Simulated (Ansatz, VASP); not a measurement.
# Cross-check of TiZn16 (TiZn16 (Cmcm)) between VASP and Ansatz

Wanted: the spread between two codes on one cell, functional and k mesh. Of the first pair: The structure shown is the start of the Ansatz relaxation below; VASP solves that cell, so the two are compared at the walk's first step.

Program: Ansatz 0.2.0. Level of theory: plane waves, with VASP 6.6.1 beside it; single point at PBEsol. Results are calculated unless marked as measured.

## 1. The starting structure

It takes space group Cmcm (No. 63, orthorhombic). Conventional cell: a = 7.624 Å, b = 11.251 Å, c = 11.497 Å, α = 90.00°, β = 90.00°, γ = 90.00°. Ti has 15 Zn at 2.74 to 2.92 Å nearest. Nearest to Zn lie 8 Zn at 2.48 to 2.79 Å and 1 Ti at 2.89 Å. Zn has 7 Zn at 2.58 to 2.77 Å and 1 Ti at 2.83 Å nearest. Nearest to Zn lie 9 Zn at 2.48 to 2.83 Å and 1 Ti at 2.77 Å. Nearest to Zn lie 9 Zn at 2.53 to 2.73 Å and 1 Ti at 2.82 Å. Zn has 12 Zn at 2.58 to 2.83 Å nearest. Farther neighbours are not listed.

## 2. Ansatz: relaxation, PBEsol

Ansatz runs on its default PAW (the set named soft_2) files.

The two programs are compared at the cell with which this relaxation starts, whose forces are those of its first step.

input.yaml

```yaml
crystal:
  lattice:
    - [3.8121715, -5.6254406, 0.0]
    - [3.8121715, 5.6254406, 0.0]
    - [0.0, 0.0, 11.4970991]
  atoms:
    - { symbol: Ti, position: [0.04724371, 0.95275629, 0.75] }
    - { symbol: Ti, position: [0.95275629, 0.04724371, 0.25] }
    - { symbol: Zn, position: [0.35409409, 0.98192803, 0.93018134] }
    - { symbol: Zn, position: [0.64590591, 0.01807197, 0.43018134] }
    - { symbol: Zn, position: [0.98192803, 0.35409409, 0.06981866] }
    - { symbol: Zn, position: [0.01807197, 0.64590591, 0.56981866] }
    - { symbol: Zn, position: [0.64590591, 0.01807197, 0.06981866] }
    - { symbol: Zn, position: [0.35409409, 0.98192803, 0.56981866] }
    - { symbol: Zn, position: [0.01807197, 0.64590591, 0.93018134] }
    - { symbol: Zn, position: [0.98192803, 0.35409409, 0.43018134] }
    - { symbol: Zn, position: [0.65510252, 0.75962095, 0.86608463] }
    - { symbol: Zn, position: [0.34489748, 0.24037905, 0.36608463] }
    - { symbol: Zn, position: [0.75962095, 0.65510252, 0.13391537] }
    - { symbol: Zn, position: [0.24037905, 0.34489748, 0.63391537] }
    - { symbol: Zn, position: [0.34489748, 0.24037905, 0.13391537] }
    - { symbol: Zn, position: [0.65510252, 0.75962095, 0.63391537] }
    - { symbol: Zn, position: [0.24037905, 0.34489748, 0.86608463] }
    - { symbol: Zn, position: [0.75962095, 0.65510252, 0.36608463] }
    - { symbol: Zn, position: [0.47850216, 0.19139691, 0.75] }
    - { symbol: Zn, position: [0.52149784, 0.80860309, 0.25] }
    - { symbol: Zn, position: [0.19139691, 0.47850216, 0.25] }
    - { symbol: Zn, position: [0.80860309, 0.52149784, 0.75] }
    - { symbol: Zn, position: [0.17645185, 0.82354815, 0.35998395] }
    - { symbol: Zn, position: [0.82354815, 0.17645185, 0.85998395] }
    - { symbol: Zn, position: [0.82354815, 0.17645185, 0.64001605] }
    - { symbol: Zn, position: [0.17645185, 0.82354815, 0.14001605] }
    - { symbol: Zn, position: [0.61962108, 0.38037892, 0.96914925] }
    - { symbol: Zn, position: [0.38037892, 0.61962108, 0.46914925] }
    - { symbol: Zn, position: [0.38037892, 0.61962108, 0.03085075] }
    - { symbol: Zn, position: [0.61962108, 0.38037892, 0.53085075] }
    - { symbol: Zn, position: [0.29098265, 0.70901735, 0.75] }
    - { symbol: Zn, position: [0.70901735, 0.29098265, 0.25] }
    - { symbol: Zn, position: [0.0, 0.0, 0.0] }
    - { symbol: Zn, position: [0.0, 0.0, 0.5] }
basis:
  ecutwfc: 420
  xc_grid: 2
hamiltonian:
  xc: pbesol
kpoints:
  mp_grid: { grid: [6, 6, 4] }
scf:
  occupations: { method: fermi_dirac, width: 0.05 }
  max_iter: 150
output:
  forces: true
  stress: true
relax:
  f_tol: 0.01
  max_steps: 60
  cell: {}
checkpoint:
  write: "../pbesol.run"
  compress: false
  write_wavefunctions: false
  write_every: 100000
```

The run is started by

```console
> ansatz run input.yaml --threads 4 --pin off --max-ram 6594MiB --backend cpu --events-out ev --progress --plain --runs-dir out
```

Numbers of over 12 decimals in the logs are rounded to 6 here.

The program printed:

```text
Engine: ansatz 0.2.0, x86_64-unknown-linux-gnu
Pseudopotentials: kind: paw
Pseudopotential: Ti, paw, valence charge 12, recommended cutoff 420 eV (normal), Ti.paw.azcp
Pseudopotential: Zn, paw, valence charge 12, recommended cutoff 420 eV (normal), Zn.paw.azcp
Functional definition: PBEsol
  exchange = pbesol_x
  correlation = pbesol_c
Crystal: 34 atoms, lattice volume = 493.114 Å³
Basis set: ecut = 420 eV, 9665 PW (Γ), exchange–correlation on 96×96×160 points (8 copies of the dense FFT grid, shifted against one another)
Bands: 245, of which v1, the nominal top of the filled ones, is band 204 counted from 1 (203 counted from 0)
Symmetry: 8 space group operations
Space group: Cmcm (ITA 63), of the structure as read, at distance tolerance 7.9e-5 Å
k-points: 39 of 144
Non-local potential: Ti, projectors of the file, l = 0: 3, l = 1: 2, l = 2: 3, l = 3: 1
Non-local potential: Zn, projectors of the file, l = 0: 2, l = 1: 2, l = 2: 3, l = 3: 1
PAW form: soft (Blöchl's): semilocal exchange-correlation on the pseudo side does not see the compensation charge
PAW frozen core: Ti, regenerated for the run's functional, and the local potential with it (the file was generated under x = pbe(κ = 0.804, μ = 0.219515), c = pbe(β = 0.066725))
PAW frozen core: Zn, regenerated for the run's functional, and the local potential with it (the file was generated under x = pbe(κ = 0.804, μ = 0.219515), c = pbe(β = 0.066725))
PAW one-centre angular grid: Ti, 590 points (default); XC on 64 Gauss nodes
PAW one-centre angular grid: Zn, 590 points (default); XC on 64 Gauss nodes
Initial density: superposition of atomic densities (neutral atoms: chi_scale 0, normalization atom), corrected by the library's trained network
Initial wavefunctions: pseudopotential atomic-orbital guess
Functional: x = pbesol(κ = 0.804, μ = 0.123457), c = pbesol(β = 0.046)
SCF iter   1: F=—  HF=-109938.913684 eV  |F-HF|=—  |Δ(HF+E_count)|=         —  Δρ=5.58e-3  dr2=9.60e-2  ethr=1.77e-3  ⟨swp⟩=6.0  Hψ=40184  notcnv=0  defer=295
preconditioner: auto → Kerker (q_TF=auto, 2.643 Å⁻¹)  [metal: Δε(μ)=0.056 eV  Ē_g=10.869 eV  σ=0.050 eV  W_gap=0.27  n_scr=154 (ndim 8)  ℏωp=33.6 eV  f_vac=0.000  D(μ)=8.51/eV (n_scr^D=42)]
SCF iter   2: F=—  HF=-109938.886092 eV  |F-HF|=—  |Δ(HF+E_count)|=   2.76e-2  Δρ=1.83e-3  dr2=1.70e-2  ethr=2.35e-5  ⟨swp⟩=2.0  Hψ=19058  notcnv=0  defer=1046
SCF iter   3: F=—  HF=-109938.881676 eV  |F-HF|=—  |Δ(HF+E_count)|=   4.42e-3  Δρ=1.28e-3  dr2=8.47e-3  ethr=4.18e-6  ⟨swp⟩=2.1  Hψ=16383  notcnv=0  defer=1046
SCF iter   4: F=—  HF=-109938.879111 eV  |F-HF|=—  |Δ(HF+E_count)|=   2.57e-3  Δρ=2.34e-4  dr2=4.93e-4  ethr=2.07e-6  ⟨swp⟩=2.0  Hψ=16514  notcnv=0  defer=1046
SCF iter   5: F=—  HF=-109938.879083 eV  |F-HF|=—  |Δ(HF+E_count)|=   2.82e-5  Δρ=7.03e-5  dr2=2.62e-5  ethr=1.21e-7  ⟨swp⟩=2.4  Hψ=16165  notcnv=0  defer=1046
SCF iter   6: F=—  HF=-109938.879001 eV  |F-HF|=—  |Δ(HF+E_count)|=   8.14e-5  Δρ=5.86e-5  dr2=1.05e-5  ethr=6.43e-9  ⟨swp⟩=2.0  Hψ=16403  notcnv=0  defer=1046
SCF iter   7: F=—  HF=-109938.878996 eV  |F-HF|=—  |Δ(HF+E_count)|=   5.59e-6  Δρ=1.37e-5  dr2=8.77e-7  ethr=2.58e-9  ⟨swp⟩=2.0  Hψ=16098  notcnv=0  defer=1046
SCF iter   8: F=-109938.878996 eV  HF=-109938.878996 eV  |F-HF|=3.85e-8  |Δ(HF+E_count)|=   3.03e-7  Δρ=4.25e-6  dr2=7.86e-8  ethr=2.45e-11  ⟨swp⟩=3.8  Hψ=40788  notcnv=0
SCF 1 converged in 8 iterations: F = -109938.878996 eV  dr2 = 7.86e-8
  greatest PAW one-centre occupation: 0.999 electrons in one spin orbital (limit 2), on the Ti atom at site 1 (counted from 0), in its partial waves of l = 0
relax step   1: F+E_penalty+E_count = -109938.87899590 eV  Δ(F+E_penalty+E_count) = +0.000e0 eV  max|allowed force component| = 6.815e-2 eV/Å  Δτ_max = 0.0000 Å  P = -1.664 GPa  Ω = 493.114 Å³  (8 SCF iters, dr2 threshold 1.00e-7 eV, accepted)
[...]
relax step   4: F+E_penalty+E_count = -109938.94135207 eV  Δ(F+E_penalty+E_count) = -9.153e-4 eV  max|allowed force component| = 8.119e-3 eV/Å  Δτ_max = 0.0136 Å  P = -0.009 GPa  Ω = 484.182 Å³  energy of the carried Pulay correction = +5.484e-3 eV  (8 SCF iters, dr2 threshold 2.74e-8 eV, accepted)
[...]
relax step   5: F+E_penalty+E_count = -109938.93591116 eV  Δ(F+E_penalty+E_count) = +5.441e-3 eV  max|allowed force component| = 8.229e-3 eV/Å  Δτ_max = 0.0000 Å  P = -0.008 GPa  Ω = 484.182 Å³  stress off target by 4.01e-2 GPa  SCF on the basis re-selected at this cell (its energy is not comparable with the rows above)  (6 SCF iters)
basis re-selected at this cell: Δ(F+E_penalty+E_count) = +5.441e-3 eV, ΔP = +0.000 GPa vs the last step (what re-selecting the basis moved, of the pressure what is left beyond the Pulay correction that the steps carried, after the strain that the cell walked since its last selection, with what the two solves' SCF thresholds leave and, on support functions, any second-order correction that the steps lacked; it is no measure of the basis error at this ecutwfc). The dense FFT grid was sized anew with the basis: this SCF ran on 45×45×80 points, the steps before it on 48×48×80, so part of this shift can come from that change (see relax.cell in the input reference). [rest of the remark cut]
SCF converged after 6 iterations
Free energy (F): -109938.935911 eV
Harris-Foulkes:  -109938.935911 eV  (|F-HF|=1.02e-10)
Internal energy: -109938.864028 eV  (E = F + TS)
E sigma→0 (E₀):  -109938.899969 eV
Entropy (-TS):   -0.071884 eV (-2.114 meV/atom)
Fermi energy:    12.064411 eV
--- Per-component energies (eV) ---
  E_band       = 1573.432346
  E_kinetic    = 4767.114397
  E_local      = -49546.146269  (includes V_loc(G=0)·N_el)
  E_nonlocal   = 19572.352006
  E_hartree    = 20779.232200
  E_xc         = -4576.257203
  E_vxc        = -1975.570556  (∫ρ·V_xc dr)
  E_paw        = -59226.809726  (= ΣΔE_a)
  E_vpaw       = -12802.770471  (= ΣTr[D̂ρ^β])
  E_aug_tail   = -0.011371  (compensation charges beyond the density's cutoff)
  E_ewald      = -41734.132187
  E_core_change = 25.794126  (= ΣΔE_core)
  E_smearing   = -0.071884  (= −TS)
  E_closure    = -0.000000  (closes the sum)
  Σ components = -109938.935911   (vs F -109938.935911, Δ=0.00e0)
--- Forces (eV/Å), atoms counted from 1 ---
  atom   1  Ti    -0.00000000    -0.00068906    -0.00000000
  atom   2  Ti     0.00000000     0.00068906     0.00000000
  atom   3  Zn    -0.00058142     0.00083000    -0.00118148
  atom   4  Zn     0.00058142    -0.00083000    -0.00118148
  atom   5  Zn    -0.00058142    -0.00083000     0.00118148
  atom   6  Zn     0.00058142     0.00083000     0.00118148
  atom   7  Zn     0.00058142    -0.00083000     0.00118148
  atom   8  Zn    -0.00058142     0.00083000     0.00118148
  atom   9  Zn     0.00058142     0.00083000    -0.00118148
  atom  10  Zn    -0.00058142    -0.00083000    -0.00118148
  atom  11  Zn     0.00036127     0.00028548    -0.00039101
  atom  12  Zn    -0.00036127    -0.00028548    -0.00039101
  atom  13  Zn     0.00036127    -0.00028548     0.00039101
  atom  14  Zn    -0.00036127     0.00028548     0.00039101
  atom  15  Zn    -0.00036127    -0.00028548     0.00039101
  atom  16  Zn     0.00036127     0.00028548     0.00039101
  atom  17  Zn    -0.00036127     0.00028548    -0.00039101
  atom  18  Zn     0.00036127    -0.00028548    -0.00039101
  atom  19  Zn     0.00400327     0.00543622     0.00000000
  atom  20  Zn    -0.00400327    -0.00543622    -0.00000000
  atom  21  Zn     0.00400327    -0.00543622    -0.00000000
  atom  22  Zn    -0.00400327     0.00543622     0.00000000
  atom  23  Zn     0.00000000     0.00276885    -0.00443152
  atom  24  Zn     0.00000000    -0.00276885    -0.00443152
  atom  25  Zn    -0.00000000    -0.00276885     0.00443152
  atom  26  Zn    -0.00000000     0.00276885     0.00443152
  atom  27  Zn     0.00000000    -0.00561572     0.00141174
  atom  28  Zn    -0.00000000     0.00561572     0.00141174
  atom  29  Zn    -0.00000000     0.00561572    -0.00141174
  atom  30  Zn     0.00000000    -0.00561572    -0.00141174
  atom  31  Zn    -0.00000000    -0.00822911    -0.00000000
  atom  32  Zn     0.00000000     0.00822911     0.00000000
  atom  33  Zn     0.00000000    -0.00000000     0.00000000
  atom  34  Zn     0.00000000     0.00000000     0.00000000
  max |Σ_I F_I| component: 3.30e-17 eV/Å
--- Stress (GPa, compression-positive) ---
        0.003636      -0.000000       0.000000
       -0.000000      -0.040079      -0.000000
        0.000000      -0.000000       0.011455
  P = ⅓ Tr σ = -0.0083 GPa (-0.083 kbar)
--- Relaxed structure (4 steps of the walk, 4 accepted, 1 SCFs on fresh bases) ---
  F+E_penalty+E_count = -109938.93591116 eV   max|allowed force component| = 8.229e-3 eV/Å   (the final SCF, on the basis selected at the relaxed cell)
  cell:  # Å, volume = 484.1817 Å³
    - [3.776611, -5.572083, 1.8422430663621228e-18]
    - [3.776611, 5.572083, 1.8422430663621305e-18]
    - [5.556006884856373e-18, 0, 11.504258]
  atoms:
    - { symbol: Ti, position: [0.046402, 0.953598, 0.75] }
    - { symbol: Ti, position: [0.953598, 0.046402, 0.25] }
    - { symbol: Zn, position: [0.354746, 0.981111, 0.929692] }
    - { symbol: Zn, position: [0.645254, 0.018889, 0.429692] }
    - { symbol: Zn, position: [0.981111, 0.354746, 0.070308] }
    - { symbol: Zn, position: [0.018889, 0.645254, 0.570308] }
    - { symbol: Zn, position: [0.645254, 0.018889, 0.070308] }
    - { symbol: Zn, position: [0.354746, 0.981111, 0.570308] }
    - { symbol: Zn, position: [0.018889, 0.645254, 0.929692] }
    - { symbol: Zn, position: [0.981111, 0.354746, 0.429692] }
    - { symbol: Zn, position: [0.652800, 0.760288, 0.865186] }
    - { symbol: Zn, position: [0.347200, 0.239712, 0.365186] }
    - { symbol: Zn, position: [0.760288, 0.652800, 0.134814] }
    - { symbol: Zn, position: [0.239712, 0.347200, 0.634814] }
    - { symbol: Zn, position: [0.347200, 0.239712, 0.134814] }
    - { symbol: Zn, position: [0.652800, 0.760288, 0.634814] }
    - { symbol: Zn, position: [0.239712, 0.347200, 0.865186] }
    - { symbol: Zn, position: [0.760288, 0.652800, 0.365186] }
    - { symbol: Zn, position: [0.477379, 0.190934, 0.75] }
    - { symbol: Zn, position: [0.522621, 0.809066, 0.25] }
    - { symbol: Zn, position: [0.190934, 0.477379, 0.25] }
    - { symbol: Zn, position: [0.809066, 0.522621, 0.75] }
    - { symbol: Zn, position: [0.177486, 0.822514, 0.360080] }
    - { symbol: Zn, position: [0.822514, 0.177486, 0.860080] }
    - { symbol: Zn, position: [0.822514, 0.177486, 0.639920] }
    - { symbol: Zn, position: [0.177486, 0.822514, 0.139920] }
    - { symbol: Zn, position: [0.617573, 0.382427, 0.968098] }
    - { symbol: Zn, position: [0.382427, 0.617573, 0.468098] }
    - { symbol: Zn, position: [0.382427, 0.617573, 0.031902] }
    - { symbol: Zn, position: [0.617573, 0.382427, 0.531902] }
    - { symbol: Zn, position: [0.288586, 0.711414, 0.75] }
    - { symbol: Zn, position: [0.711414, 0.288586, 0.25] }
    - { symbol: Zn, position: [0, 0, 0] }
    - { symbol: Zn, position: [0, 0, 0.5] }
```

Reading the cycles: dr2 is the Hartree energy of the density residual (eV), the measure of convergence; HF is the Harris–Foulkes estimate of the energy, which meets the free energy F at convergence.

## 3. VASP: single point, PBEsol, start cell, pair 1

The same cell, functional, mesh and smearing now go to VASP, with its own data sets.

Lines of VASP's logs that name or quote its potential files are left out, and so is its time.

INCAR

```
SYSTEM = TiZn16
PREC = Accurate
ENCUT = 400
EDIFF = 1E-06
NELM = 120
ISMEAR = -1
SIGMA = 0.05
LREAL = Auto
ALGO = Normal
GGA = PS
NBANDS = 236
LASPH = .TRUE.
LORBIT = 11
LWAVE = .FALSE.
LCHARG = .FALSE.
ISIF = 2
GGA_COMPAT = .FALSE.
KPAR = 4
```

POSCAR

```
TiZn16
1.0
    3.8121710000     -5.6254410000      0.0000000000
    3.8121710000      5.6254410000      0.0000000000
    0.0000000000      0.0000000000     11.4970990000
Ti Zn
2 32
Direct
    0.0472437628      0.9527562372      0.7500000000
    0.9527562372      0.0472437628      0.2500000000
    0.3540940342      0.9819280120      0.9301813222
    0.6459059658      0.0180719880      0.4301813222
    0.9819280120      0.3540940342      0.0698186777
    0.0180719880      0.6459059658      0.5698186777
    0.6459059658      0.0180719880      0.0698186777
    0.3540940342      0.9819280120      0.5698186777
    0.0180719880      0.6459059658      0.9301813222
    0.9819280120      0.3540940342      0.4301813222
    0.6551025058      0.7596208894      0.8660846314
    0.3448974942      0.2403791106      0.3660846315
    0.7596208894      0.6551025058      0.1339153685
    0.2403791106      0.3448974942      0.6339153686
    0.3448974942      0.2403791106      0.1339153685
    0.6551025058      0.7596208894      0.6339153686
    0.2403791106      0.3448974942      0.8660846314
    0.7596208894      0.6551025058      0.3660846315
    0.4785021512      0.1913968381      0.7500000000
    0.5214978488      0.8086031619      0.2500000000
    0.1913968381      0.4785021512      0.2500000000
    0.8086031619      0.5214978488      0.7500000000
    0.1764518551      0.8235481449      0.3599839620
    0.8235481449      0.1764518551      0.8599839620
    0.8235481449      0.1764518551      0.6400160379
    0.1764518551      0.8235481449      0.1400160380
    0.6196211106      0.3803788894      0.9691492393
    0.3803788894      0.6196211106      0.4691492393
    0.3803788894      0.6196211106      0.0308507607
    0.6196211106      0.3803788894      0.5308507607
    0.2909826981      0.7090173019      0.7500000000
    0.7090173019      0.2909826981      0.2500000000
    0.0000000000      0.0000000000      0.0000000000
    0.0000000000      0.0000000000      0.5000000000
```

KPOINTS

```
Automatic mesh
0
Gamma
6 6 4
0 0 0
```

Potentials, in the order of the species: Ti_sv and Zn (PBE family, release 64).

The run is started by

```console
> mpirun -np 4 vasp_std
```

The program printed:

```text
[banner, memory and clock lines left out]
running    4 mpi-ranks, on    1 nodes
[...]
|                                                                             |
|               ----> ADVICE to this user running VASP <----                  |
|                                                                             |
|     You enforced a specific xc type in the INCAR file but a different       |
|     [... a line on the potential file left out ...]
|     I HOPE YOU KNOW WHAT YOU ARE DOING!                                     |
|                                                                             |

 LDA part: xc-table for (Slater+PW92), standard interpolation
 POSCAR, INCAR and KPOINTS ok, starting setup
[...]
entering main loop
       N       E                     dE             d eps       ncg     rms          rms(c)
DAV:   1     0.377475892069E+04    0.37748E+04   -0.15311E+05 18408   0.233E+03
DAV:   2     0.473156959632E+03   -0.33016E+04   -0.32330E+04 18408   0.593E+02
DAV:   3    -0.382871788281E+02   -0.51144E+03   -0.49190E+03 18780   0.202E+02
DAV:   4    -0.749346804229E+02   -0.36648E+02   -0.35817E+02 21456   0.561E+01
[...]
DAV:  17    -0.694697105580E+02    0.22168E-05   -0.36707E-05 32216   0.531E-02    0.458E-03
DAV:  18    -0.694697118430E+02   -0.12850E-05   -0.20558E-05 20328   0.540E-02    0.899E-03
DAV:  19    -0.694697114333E+02    0.40969E-06   -0.42781E-06 16432   0.239E-02
   1 F= -.69469711E+02 E0= -.69433796E+02  d E =-.718312E-01
```

Parts of OUTCAR (step 3):

```text
  Total       -6.6336437     -6.3149122     -4.7442284      0.0000000     -0.0000000      0.0000000
  in kB      -21.5533860    -20.5177949    -15.4144826      0.0000000     -0.0000000      0.0000000
  external PRESSURE =     -19.1618879 kB  Pullay stress =       0.0000000 kB

 POSITION                                       TOTAL-FORCE (eV/Angst)
 -----------------------------------------------------------------------------------
      3.81217      5.09391      8.62282         0.000000     -0.041084      0.000000
      3.81217     -5.09391      2.87427         0.000000      0.041084      0.000000
      5.09314      3.53184     10.69439        -0.023988     -0.002541     -0.016760
      2.53120     -3.53184      4.94584         0.023988      0.002541     -0.016760
      5.09314     -3.53184      0.80271        -0.023988      0.002541      0.016760
      2.53120      3.53184      6.55126         0.023988     -0.002541      0.016760
      2.53120     -3.53184      0.80271         0.023988      0.002541      0.016760
      5.09314      3.53184      6.55126        -0.023988     -0.002541      0.016760
      2.53120      3.53184     10.69439         0.023988     -0.002541     -0.016760
      5.09314     -3.53184      4.94584        -0.023988      0.002541     -0.016760
      5.39317      0.58796      9.95746         0.014402      0.003555     -0.024255
      2.23117     -0.58796      4.20891        -0.014402     -0.003555     -0.024255
      5.39317     -0.58796      1.53964         0.014402     -0.003555      0.024255
      2.23117      0.58796      7.28819        -0.014402      0.003555      0.024255
[...]
-----------------------------------------------------------------------------------
    total drift:                                0.000000     -0.000000      0.000001

  FREE ENERGIE OF THE ION-ELECTRON SYSTEM (eV)
  ---------------------------------------------------
  free  energy   TOTEN  =       -69.4697114333 eV

  energy  without entropy=      -69.3978801981  energy(sigma->0) =      -69.43379582

[... 2 further parts left out ...]
[key lines of the parts left out:]
E-fermi :   3.5970
```

The run ends at a pressure of -1.92 GPa, with forces up to 0.065 eV/Å.

## 4. Side by side

Known differences besides the potentials themselves: the cutoff is 420 eV in Ansatz and 400 eV in VASP (PREC = Accurate, projectors in real space); Ansatz makes its cores anew for this functional, VASP keeps those of its PBE data sets. Total energies have different zeros and are not compared.

At this near-relaxed geometry the largest component of a force difference is 4 meV/Å.

(Part 1 of 2 ends here.)

[Lines on the potential files, build, host, timing and source positions are cut from VASP's logs without a mark.]

[Logs are printed without paths, hosts, clocks, repeated set-up lines and the standing remarks that a program may print on its own settings, such as how far it seeks lower states.]

[Hosts, paths, dates, database ids (printed as entryN), source tags and the programs' standing remarks are cut or masked in the printed files.]
